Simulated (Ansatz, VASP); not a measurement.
Equation of state of Cr2Co under PBE

Space group Fd-3m:1 (No. 227). a = 6.538 Å, b = 6.538 Å, c = 6.538 Å, α = 90.00°, β = 90.00°, γ = 90.00°
| atom | site | symmetry | x | y | z |
| --- | --- | --- | --- | --- | --- |
| Co | 8b | -43m | 0.0000 | 0.0000 | 0.5000 |
| Cr | 16c | .-3m | 0.1250 | 0.1250 | 0.1250 |

The cell comes from a database or a generator and needn't be the stable form of this composition.

The cell was scaled at fixed shape and fractions and run with Ansatz, Ansatz PAW, cutoff 420 eV; PBE, k mesh 7 × 7 × 7 on the cell of 6 atoms, fermi-dirac occupations of 0.05 eV, collinear spin, ferromagnetic start, no spin-orbit coupling. Energies are those that the program minimises, any entropy of the smearing included. For a metal such a mesh isn't converged to the digits shown. The magnetic state is the one that the start led to, which needn't be the lowest.

```csv
V (Å³/atom),energy over the lowest row (meV/atom)
10.9468,25.65
11.1797,?
11.4126,1.75
11.6455,0.00
11.8784,4.11
12.1113,13.45
12.3442,27.47
```

Fit the third-order Birch-Murnaghan form, give V0, B0 and B′, and predict the energy left open.

With y = (V0/V)^(2/3), E = E0 + (9 V0 B0/16) [(y - 1)³ B′ + (y - 1)² (6 - 4y)]. Least squares through the rows shown give V0 = 11.5947 Å³/atom, E0 = -0.14 meV, B0 = 205.1 GPa (1 eV/Å³ = 160.218 GPa) and B′ = 4.56, with a largest miss of 0.01 meV. At V = 11.1797 the form with these constants gives 10.03 meV; the run gave 9.93 meV an atom, a miss beyond those of the fit, so one smooth form does not hold here. Other set-ups at this level, from all their volumes (Å³/atom, GPa): VASP, PBE PAW files Co, Cr_pv, 520 eV: V0 11.572, B0 216.1.
